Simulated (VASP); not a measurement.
```xyz
1
Lattice="0.0000 2.0655 2.0655 2.0655 0.0000 2.0655 2.0655 2.0655 0.0000" Properties=species:S:1:pos:R:3 pbc="T T T"
Al     0.0000     0.0000     0.0000
```

Computed with PBE GGA, VASP's PBE PAW potentials (set 64) (plane waves; VASP). Settings: 400 eV cut-off, 11×11×11 Γ-centred mesh, first-order Methfessel-Paxton smearing of 0.10 eV, potentials Al.

### Question
Estimate the energy per atom (σ→0), pressure, band gap (on the k-mesh) with the smallest direct gap where there is one.

### Answer

```yaml
band gap (on the k-mesh): none (metal, semimetal or under 0.01 eV)
energy per atom (σ→0): -3736 meV/atom
pressure: -4.50 GPa
```

The compound is Al in the fcc structure. The cell was not relaxed at this level.
